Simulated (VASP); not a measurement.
# ReBrO (P4/nmm) in VASP: single point with r2SCAN

Aim: the single point of ReBrO with r2SCAN.

Everything below comes from runs of VASP 6.6.1. Logs are shortened: lines on timing, memory, paths and dates and some standing lists are left out, and cuts for length are marked.

## Step 1: Starting point

The structure is tetragonal, space group P4/nmm (No. 129). Conventional cell: a = 3.736 Å, b = 3.736 Å, c = 7.171 Å, α = 90.00°, β = 90.00°, γ = 90.00°. Around Re (site symmetry 4mm) lie 4 O at 2.27 Å. Br (site symmetry 4mm) is surrounded by 5 Re at 3.02 to 3.15 Å and 4 Br at 3.14 Å and 4 O at 3.31 Å. O (site symmetry -4m2) is surrounded by 4 Re at 2.27 Å.

The cell was built by a generator and needn't be a form met in nature.

## Step 2: Single point, r2SCAN

Contents of POSCAR:

```
ReBrO
1.0
    3.7358260200      0.0000000000      0.0000000000
    0.0000000000      3.7358260200      0.0000000000
    0.0000000000      0.0000000000      7.1714350100
Re Br O
2 2 2
Direct
    0.0000000000      0.5000000000      0.1789000000
    0.5000000000      0.0000000000      0.8211000000
    0.0000000000      0.5000000000      0.6183000000
    0.5000000000      0.0000000000      0.3817000000
    0.0000000000      0.0000000000      0.0000000000
    0.5000000000      0.5000000000      0.0000000000
```

Contents of INCAR.step1:

```
SYSTEM = ReBrO
ALGO = Normal
EDIFF = 1E-4
ENCUT = 520
GGA = PE
ISMEAR = -5
LASPH = .TRUE.
LCHARG = .FALSE.
LMAXMIX = 4
LREAL = .FALSE.
LWAVE = .TRUE.
NELM = 100
PREC = Accurate
SIGMA = 0.1
```

Contents of INCAR.step2:

```
SYSTEM = ReBrO
ALGO = Normal
EDIFF = 1E-7
ENCUT = 520
ISIF = 2
ISMEAR = -5
ISTART = 1
LASPH = .TRUE.
LCHARG = .FALSE.
LMAXMIX = 4
LMIXTAU = .TRUE.
LORBIT = 11
LREAL = .FALSE.
LWAVE = .FALSE.
METAGGA = R2SCAN
NELM = 100
PREC = Accurate
SIGMA = 0.1
```

Contents of KPOINTS:

```
k-points
0
G
  7 7 4
  0 0 0
```

Potentials or basis: VASP PAW PBE potentials, release 64 (Re, Br, O).

Started as:

```bash
$ cat potpaw_PBE.64/Re/POTCAR potpaw_PBE.64/Br/POTCAR potpaw_PBE.64/O/POTCAR > POTCAR
$ cp INCAR.step1 INCAR
$ mpirun -np 1 vasp_std > vasp.out
$ cp INCAR.step2 INCAR
$ mpirun -np 1 vasp_std > vasp.out
```

OUTCAR:

```text
SYSTEM = ReBrO
   EDIFF = 1E-7
   ENCUT = 520
   ISIF = 2
   ISMEAR = -5
   ISTART = 1
   LASPH = .TRUE.
   LORBIT = 11
   LREAL = .FALSE.
   METAGGA = R2SCAN
   NELM = 100
   PREC = Accurate

 ion  position               nearest neighbor table
   1  0.000  0.500  0.179-   5 2.27   6 2.27   5 2.27   6 2.27   4 3.02   4 3.02   4 3.02   4 3.02

   2  0.500  0.000  0.821-   5 2.27   6 2.27   6 2.27   5 2.27   3 3.02   3 3.02   3 3.02   3 3.02

   3  0.000  0.500  0.618-   2 3.02   2 3.02   2 3.02   2 3.02
   4  0.500  0.000  0.382-   1 3.02   1 3.02   1 3.02   1 3.02
   5  0.000  0.000  0.000-   1 2.27   2 2.27   1 2.27   2 2.27
   6  0.500  0.500  0.000-   1 2.27   2 2.27   2 2.27   1 2.27

  LATTYP: Found a simple tetragonal cell.
 ALAT       =     3.7358260200
 C/A-ratio  =     1.9196383803

  Lattice vectors:

 A1 = (   3.7358260200,   0.0000000000,   0.0000000000)
 A2 = (   0.0000000000,   3.7358260200,   0.0000000000)
 A3 = (   0.0000000000,   0.0000000000,   7.1714350100)

Analysis of symmetry for initial positions (statically):
=====================================================================
 Subroutine PRICEL returns:
 Original cell was already a primitive cell.

 Routine SETGRP: Setting up the symmetry group for a
 simple tetragonal supercell.

 Subroutine GETGRP returns: Found 16 space group operations
 (whereof  8 operations were pure point group operations)
 out of a pool of 16 trial point group operations.

The static configuration has the point symmetry D_2d.
 The point group associated with its full space group is D_4h.

Analysis of symmetry for dynamics (positions and initial velocities):
=====================================================================
 Subroutine PRICEL returns:
 Original cell was already a primitive cell.

 Routine SETGRP: Setting up the symmetry group for a
 simple tetragonal supercell.

 Subroutine GETGRP returns: Found 16 space group operations
 (whereof  8 operations were pure point group operations)
 out of a pool of 16 trial point group operations.

The dynamic configuration has the point symmetry D_2d.
 The point group associated with its full space group is D_4h.

 Subroutine INISYM returns: Found 16 space group operations
 (whereof  8 operations are pure point group operations),
 and found     1 'primitive' translations

[... 114 lines left out ...]
   PSTRESS=    0.0 pullay stress
   NELECT =      40.0000    total number of electrons
   NUPDOWN=      -1.0000    fix difference up-down
   EMIN   =  10.00;   EMAX   =-10.00  energy-range for DOS
   EFERMI =   0.00;   METHOD = LEGACY
   ISMEAR =    -5;   SIGMA  =   0.10  broadening in eV -4-tet -1-fermi 0-gaus
   EFERMI_NEDOS =   21; number of points for ismear=-14 and -15
   IALGO  =     38    algorithm
   IMIX   =      4    mixing-type and parameters
     AMIX     =   0.40;   BMIX     =  1.00
     AMIX_MAG =   1.60;   BMIX_MAG =  1.00
  volume/ion in A,a.u.               =      16.68       112.57
  Fermi-wavevector in a.u.,A,eV,Ry     =   1.205873  2.278770 19.784648  1.454131
  Thomas-Fermi vector in A             =   2.341557
   LORBIT       =     11    0 simple, 1 ext, 2 COOP (PROOUT), +10 PAW based schemes
   METAGGA = R2SCAN    functional components
   LHFCALC =     F    Hartree Fock is set to
   AEXX    =    0.0000 exact exchange contribution
   IVDW    =     0    specifies the selected vdW correction
   LEPSILON=     F    determine dielectric tensor
   LRPA    =     F    only Hartree local field effects (RPA)
 non-spin polarized calculation
 Fermi weights with tetrahedron method with Bloechl corrections
  energy-cutoff  :      520.00
  volume of cell :      100.09
 maximum number of plane-waves:      2718
 NGX is ok and might be reduce to    28
   NGX = 13   NGY = 13   NGZ = 27

 number of electron      39.9999984 magnetization

 Free energy of the ion-electron system (eV)
  ---------------------------------------------------
  ext. energy  EPLUGINS =         0.00000000
  ---------------------------------------------------
  free energy    TOTEN  =      -140.09471391 eV

  energy without entropy =     -140.09471391  energy(sigma->0) =     -140.09471391

 E-fermi :   5.2725     XC(G=0): -11.6157

 val. band max:        5.2919696749   @ k =   0.2857   0.2857   0.2500
 cond. band min:       5.2456775856   @ k =   0.4286   0.0000   0.0000
 fundamental gap:     -0.0462920893
 Fermi energy:         5.2724512865

 k-point     1 :       0.0000    0.0000    0.0000
  band No.  band energies     occupation
      1     -15.9541      2.00000
      2     -14.6208      2.00000
      3     -12.7416      2.00000
      4     -11.1797      2.00000
      5      -2.1619      2.00000
      6      -1.6608      2.00000
[... 637 lines left out ...]
     23       5.7993      0.00000
     24       6.4446      0.00000

 [... further k-points ...]

------------------------ aborting loop because EDIFF is reached ----------------------------------------

  FORCE on cell =-STRESS in cart. coord.  units (eV):
  Direction    XX          YY          ZZ          XY          YZ          ZX
  --------------------------------------------------------------------------------------
  -------------------------------------------------------------------------------------
  Total      -12.7241459    -12.7241459     -6.7410602      0.0000000      0.0000000      0.0000000
  in kB     -203.6853856   -203.6853856   -107.9094398      0.0000000      0.0000000      0.0000000
  external PRESSURE =    -171.7600703 kB  Pullay stress =       0.0000000 kB

 VOLUME and BASIS-vectors are now :
 -----------------------------------------------------------------------------
  energy-cutoff  :      520.00
  volume of cell :      100.09
      direct lattice vectors                 reciprocal lattice vectors
     3.735826020  0.000000000  0.000000000     0.267678418  0.000000000  0.000000000
     0.000000000  3.735826020  0.000000000     0.000000000  0.267678418  0.000000000
     0.000000000  0.000000000  7.171435010     0.000000000  0.000000000  0.139442106

 POSITION                                       TOTAL-FORCE (eV/Angst)
 -----------------------------------------------------------------------------------
      0.00000      1.86791      1.28297         0.000000      0.000000     -3.971385
      1.86791      0.00000      5.88847        -0.000000      0.000000      3.971385
      0.00000      1.86791      4.43410         0.000000      0.000000      2.080876
      1.86791      0.00000      2.73734         0.000000     -0.000000     -2.080876
      0.00000      0.00000      0.00000         0.000000      0.000000      0.000000
      1.86791      1.86791      0.00000         0.000000     -0.000000      0.000000
 -----------------------------------------------------------------------------------
    total drift:                                0.000000      0.000000     -0.000000

  FREE ENERGIE OF THE ION-ELECTRON SYSTEM (eV)
  ---------------------------------------------------
  free  energy   TOTEN  =      -140.0947139061 eV

  energy  without entropy=     -140.0947139061  energy(sigma->0) =     -140.09471391

 total charge

# of ion       s       p       d       tot
------------------------------------------
    1        0.316   0.264   4.577   5.158
    2        0.316   0.264   4.577   5.158
    3        1.637   3.185   0.043   4.865
    4        1.637   3.185   0.043   4.865
    5        1.582   3.310   0.000   4.892
    6        1.582   3.310   0.000   4.892
--------------------------------------------------
tot          7.070  13.520   9.241  29.831
```

Wall time 5.6 min (1 thread of AMD EPYC 7R13 (Zen 3), shared host); peak memory 0.22 GiB.

Results:

| Item | Value |
| --- | --- |
| Free energy | -140.0947 eV |
| Pressure | -17.2 GPa |
| Largest force | 3.971 eV/Å |
| Band gap on the k mesh | none (metal or under the smearing width) |
| Valence electrons inside the program's atomic spheres | Re 5.16; Br 4.87; O 4.89 |

Forces on the atoms (eV/Å):
```
Re   0.000  0.000 -3.971
Re   0.000  0.000  3.971
Br   0.000  0.000  2.081
Br   0.000  0.000 -2.081
O    0.000  0.000  0.000
O    0.000  0.000  0.000
```

Levels at points of the mesh, in eV from the Fermi level:
```
           k point  band 19  band 20  band 21  band 22  band 23  band 24
(0.00, 0.00, 0.00)    -0.79    -0.77    -0.47     1.11     1.21     1.21
(0.00, 0.00, 0.50)    -0.88    -0.79    -0.23     1.35     1.35     1.55
```

Caveat: so large a pressure means that the cell lies far from this level's equilibrium, or that cutoff or potentials fall short; the potentials were made for another functional, which shifts forces and pressure; tetrahedron occupations give inexact forces and stress in metals. Spin-orbit coupling is left out, which matters for the levels of Re.
